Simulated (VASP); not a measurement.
A VASP calculation is set up with these files.

### INCAR
```
ALGO=Normal
EDIFF=1E-7
EDIFFG=-0.01
ENCUT=520
GGA=91
IBRION=2
ISIF=4
ISMEAR=0
LASPH=.TRUE.
LCHARG=.FALSE.
LMAXMIX=4
LREAL=.FALSE.
LWAVE=.FALSE.
NELM=100
NSW=30
PREC=Accurate
SIGMA=0.05
SYSTEM=SnO
```

File POSCAR:
```
SnO
1
    3.9064052907     0.0000000000     0.0000000000
    0.0000000000     3.9064052907     0.0000000000
    0.0000000000     0.0000000000     5.0548331747
Sn O
2 2
Direct
  0.5000000000   0.0000000000   0.7680135449
  0.0000000000   0.5000000000   0.2319864551
  0.5000000000   0.5000000000   0.0000000000
  1.0000000000   1.0000000000   0.0000000000
```

KPOINTS:
```
K-points
0
Gamma
 6 6 5
```

POTCAR, in this order: Sn_d O (PBE.64 set). Program: vasp_std.

Translate this PW91 calculation to Quantum ESPRESSO's pw.x.

One equivalent input (not run):
```
&CONTROL
  calculation = 'vc-relax'
  pseudo_dir = './pseudo'
  outdir = './out'
  tprnfor = .true.
  tstress = .true.
  nstep = 30
  forc_conv_thr = 0.00039
/
&SYSTEM
  ibrav = 0
  nat = 4
  ntyp = 2
  ecutwfc = 84
  occupations = 'smearing'
  smearing = 'gaussian'
  degauss = 0.003675
  input_dft = 'pw91'
/
&ELECTRONS
  conv_thr = 7.3e-09
  electron_maxstep = 100
/
&IONS
/
&CELL
  cell_dofree = 'shape'
/
ATOMIC_SPECIES
  Sn 118.710 Sn.upf
  O 15.999 O.upf
CELL_PARAMETERS angstrom
     3.9064053    0.0000000    0.0000000
     0.0000000    3.9064053    0.0000000
     0.0000000    0.0000000    5.0548332
ATOMIC_POSITIONS crystal
  Sn   0.5000000  0.0000000  0.7680135
  Sn   0.0000000  0.5000000  0.2319865
  O    0.5000000  0.5000000  0.0000000
  O    1.0000000  1.0000000  0.0000000
K_POINTS automatic
  6 6 5 0 0 0
```
What does not carry over: the potentials are each code's own (VASP's PAW set, PseudoDojo norm-conserving files in pw.x), so ENCUT and ecutwfc are chosen apart and not converted; conv_thr bounds pw.x's estimated SCF error, while EDIFF bounds the energy change between steps; forc_conv_thr acts on force components and is met together with etot_conv_thr.

The compound is SnO in the litharge structure. This cell is one point of a volume scan, at 1.03 of the reference volume. Symmetry was kept, so distortions that lower it aren't found.
